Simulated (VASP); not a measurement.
Level of theory: r2SCAN meta-GGA, VASP's PBE PAW potentials (set 64) (plane waves; VASP).

VASP ran on this input.

POSCAR:
```
TiAl
1.0
  2.8147967627   0.0000000000  -0.0140739838
  0.0000000000   2.8147967627   0.0000000000
 -0.0202511336   0.0000000000   4.0502267283
Ti Al
1 1
Cartesian
  0.0000000000   0.0000000000   0.0000000000
  1.3972728145   1.4073983813   2.0180763722
```

### INCAR
```
LREAL=F
SIGMA=0.1
LWAVE=F
SYSTEM=TiAl
ISMEAR=1   ! Methfessel-Paxton
ALGO=Normal   ! blocked Davidson
ISIF=2
NELM=100   ! most electronic steps
METAGGA=R2SCAN
EDIFF=1E-7   ! SCF stop (eV)
LMAXMIX=4
ENCUT=480
PREC=Accurate
LASPH=T   ! aspherical one-centre terms
LMIXTAU=T
LCHARG=F
```

File KPOINTS:
```
Automatic mesh
0
Gamma
12 12 8
0 0 0
```

POTCAR, in this order: Ti_sv Al (PBE.64 set). Program: vasp_std.

Output

File OUTCAR:
```
 ion  position               nearest neighbor table
   1  0.000  0.000  0.000-   2 2.83   2 2.83   2 2.83   2 2.83   2 2.85   2 2.85   2 2.85   2 2.85
  LATTYP: Found a simple monoclinic cell.
 ALAT       =     2.8148319474
 B/A-ratio  =     0.9999875002
 C/A-ratio  =     1.4389055657
 COS(beta)  =    -0.0099997500
 Subroutine PRICEL returns:
 Original cell was already a primitive cell.
 Subroutine GETGRP returns: Found  4 space group operations
The static configuration has the point symmetry C_2h.
The dynamic configuration has the point symmetry C_2h.
 Subroutine INISYM returns: Found  4 space group operations
 Subroutine IBZKPT returns following result:
 Found    350 irreducible k-points:

 Following reciprocal coordinates:
            Coordinates               Weight
  0.000000  0.000000  0.000000      1.000000
  0.083333  0.000000 -0.000000      2.000000
  0.166667  0.000000  0.000000      2.000000
  0.250000  0.000000  0.000000      2.000000
  0.333333  0.000000 -0.000000      2.000000
  0.416667  0.000000 -0.000000      2.000000
  0.500000  0.000000  0.000000      1.000000
  0.000000  0.083333  0.000000      2.000000
  0.083333  0.083333 -0.000000      4.000000
  0.166667  0.083333  0.000000      4.000000
  0.250000  0.083333  0.000000      4.000000
  0.333333  0.083333 -0.000000      4.000000
  0.416667  0.083333 -0.000000      4.000000
  0.500000  0.083333  0.000000      2.000000
  0.000000  0.166667  0.000000      2.000000
  0.083333  0.166667 -0.000000      4.000000
  0.166667  0.166667  0.000000      4.000000
  0.250000  0.166667  0.000000      4.000000
  0.333333  0.166667 -0.000000      4.000000
  0.416667  0.166667 -0.000000      4.000000
  0.500000  0.166667  0.000000      2.000000
  0.000000  0.250000  0.000000      2.000000
  0.083333  0.250000 -0.000000      4.000000
  0.166667  0.250000  0.000000      4.000000
  0.250000  0.250000  0.000000      4.000000
  0.333333  0.250000 -0.000000      4.000000
  0.416667  0.250000 -0.000000      4.000000
  0.500000  0.250000  0.000000      2.000000
  0.000000  0.333333  0.000000      2.000000
  0.083333  0.333333 -0.000000      4.000000
  0.166667  0.333333  0.000000      4.000000
  0.250000  0.333333  0.000000      4.000000
  0.333333  0.333333 -0.000000      4.000000
  0.416667  0.333333 -0.000000      4.000000
  0.500000  0.333333  0.000000      2.000000
  0.000000  0.416667  0.000000      2.000000
  0.083333  0.416667 -0.000000      4.000000
  0.166667  0.416667  0.000000      4.000000
  0.250000  0.416667  0.000000      4.000000
  0.333333  0.416667 -0.000000      4.000000
   k-points           NKPTS =    350   k-points in BZ     NKDIM =    350   number of bands    NBANDS=     11
   number of dos      NEDOS =    301   number of ions     NIONS =      2
   total plane-waves  NPLWV =  12000
   dimension x,y,z NGX =    20 NGY =   20 NGZ =   30
   dimension x,y,z NGXF=    40 NGYF=   40 NGZF=   60
   ions per type =               1   1
   PREC   = accura    normal or accurate (medium, high low for compatibility)
   ISTART =      0    job   : 0-new  1-cont  2-samecut
   ICHARG =      2    charge: 1-file 2-atom 10-const
   ISPIN  =      1    spin polarized calculation?
   LNONCOLLINEAR =      F non collinear calculations
   LSORBIT =      F    spin-orbit coupling
   INIWAV =      1    electr: 0-lowe 1-rand  2-diag
   ENCUT  =  480.0 eV  35.28 Ry    5.94 a.u.   5.03  5.03  7.24*2*pi/ulx,y,z
   NELM   =    100;   NELMIN=  2; NELMDL= -5     # of ELM steps
   EDIFF  = 0.1E-06   stopping-criterion for ELM
   LREAL  =      F    real-space projection
...
```

### OSZICAR
```
       N       E                     dE             d eps       ncg     rms          rms(c)
DAV:   1     0.812657421355E+02    0.81266E+02   -0.73597E+03  7700   0.135E+03
DAV:   2    -0.186327113282E+02   -0.99898E+02   -0.97133E+02  7826   0.339E+02
DAV:   3    -0.249623254168E+02   -0.63296E+01   -0.60527E+01 12292   0.820E+01
DAV:   4    -0.252150919714E+02   -0.25277E+00   -0.25029E+00  9821   0.141E+01
DAV:   5    -0.252270472903E+02   -0.11955E-01   -0.11944E-01 11213   0.273E+00    0.114E+01
DAV:   6    -0.209970012322E+02    0.42300E+01   -0.15065E+01 11166   0.560E+01    0.305E+00
DAV:   7    -0.203966871542E+02    0.60031E+00   -0.16589E+00  8840   0.158E+01    0.187E+00
DAV:   8    -0.205081816043E+02   -0.11149E+00   -0.61609E-01  9454   0.682E+00    0.126E+00
DAV:   9    -0.205490882481E+02   -0.40907E-01   -0.53878E-02  9345   0.298E+00    0.678E-01
DAV:  10    -0.205574761828E+02   -0.83879E-02   -0.16106E-01  7967   0.502E+00    0.214E-01
DAV:  11    -0.205921499450E+02   -0.34674E-01   -0.26413E-02  7890   0.183E+00    0.842E-02
DAV:  12    -0.205927429180E+02   -0.59297E-03   -0.76046E-04  9819   0.331E-01    0.613E-02
DAV:  13    -0.205923871246E+02    0.35579E-03   -0.99223E-04  7862   0.440E-01    0.412E-02
DAV:  14    -0.205929015196E+02   -0.51439E-03   -0.46854E-04  7859   0.238E-01    0.116E-02
DAV:  15    -0.205929044277E+02   -0.29081E-05   -0.11404E-05  9446   0.431E-02    0.117E-02
DAV:  16    -0.205929062256E+02   -0.17979E-05   -0.91387E-07  8869   0.122E-02    0.107E-02
DAV:  17    -0.205929033542E+02    0.28714E-05   -0.22052E-05  8706   0.296E-02    0.468E-03
DAV:  18    -0.205929044953E+02   -0.11411E-05   -0.13655E-06 10090   0.139E-02    0.532E-03
DAV:  19    -0.205929045058E+02   -0.10518E-07   -0.66210E-08  4341   0.356E-03
   1 F= -.20592905E+02 E0= -.20593085E+02  d E =0.541355E-03
```

File OUTCAR:
```
------------------------ aborting loop because EDIFF is reached ----------------------------------------
  FORCE on cell =-STRESS in cart. coord.  units (eV):
  Direction    XX          YY          ZZ          XY          YZ          ZX
  --------------------------------------------------------------------------------------
  Total        0.0231590      0.0244399      0.0545760      0.0000000      0.0000000      0.2510616
  in kB        1.1562952      1.2202440      2.7248938      0.0000000      0.0000000     12.5351166
  external PRESSURE =       1.7004777 kB  Pullay stress =       0.0000000 kB
  volume of cell :       32.09
      direct lattice vectors                 reciprocal lattice vectors
     2.814796763  0.000000000 -0.014073984     0.355274318  0.000000000  0.001776372
     0.000000000  2.814796763  0.000000000     0.000000000  0.355265436  0.000000000
    -0.020251134  0.000000000  4.050226728     0.001234530  0.000000000  0.246905931
 POSITION                                       TOTAL-FORCE (eV/Angst)
 -----------------------------------------------------------------------------------
      0.00000      0.00000      0.00000         0.000000      0.000000      0.000000
      1.39727      1.40740      2.01808        -0.000000      0.000000      0.000000
 -----------------------------------------------------------------------------------
    total drift:                               -0.000000      0.000000     -0.000000
  FREE ENERGIE OF THE ION-ELECTRON SYSTEM (eV)
  ---------------------------------------------------
  free  energy   TOTEN  =       -20.5929045058 eV

  energy  without entropy=      -20.5934458605  energy(sigma->0) =      -20.59308496
```
(Selected blocks of OUTCAR.)

File OUTCAR:
```
 val. band max:        8.4050284846   @ k =   0.2500   0.0833   0.3750

 cond. band min:       8.4326570437   @ k =  -0.4167   0.1667   0.3750


 Fermi energy:         8.4078731597

 k-point     1 :       0.0000    0.0000    0.0000
  band No.  band energies     occupation
      1     -50.5113      2.00000
      2     -25.8850      2.00000
      3     -25.3975      2.00000
      4     -25.3975      2.00000
      5      -1.1856      2.00000
      6       6.4617      2.00000
      7       7.4665      2.00000
      8       7.9759      2.00000
      9      10.8139      0.00000
     10      10.8141      0.00000
     11      12.1593      0.00000

 k-point     2 :       0.0833    0.0000   -0.0000
  band No.  band energies     occupation
      1     -50.5070      2.00000
      2     -25.8807      2.00000
      3     -25.4331      2.00000
      4     -25.3946      2.00000
      5      -1.0402      2.00000
      6       6.5778      2.00000
      7       7.5195      2.00000
      8       7.8637      2.00000
      9      10.8383      0.00000
     10      10.9568      0.00000
     11      12.0169      0.00000

 k-point     3 :       0.1667    0.0000    0.0000
  band No.  band energies     occupation
      1     -50.4954      2.00000
      2     -25.8692      2.00000
      3     -25.5296      2.00000
      4     -25.3864      2.00000
      5      -0.6096      2.00000
      6       6.8835      2.00000
      7       7.5838      2.00000
      8       7.6076      2.00000
      9      10.9052      0.00000
     10      11.3481      0.00000
     11      11.6614      0.00000

 k-point     4 :       0.2500    0.0000    0.0000
  band No.  band energies     occupation
      1     -50.4794      2.00000
      2     -25.8533      2.00000
      3     -25.6598      2.00000
      4     -25.3753      2.00000
      5       0.0918      2.00000
      6       7.1722      2.00000
      7       7.2519      2.00000
      8       7.5178      2.00000
      9      10.9983      0.00000
...
```

The compound is TiAl in the L1_0 structure. This cell was strained or had an atom moved on purpose. The electron count is odd and the run is not spin-polarised, which forces a metal.
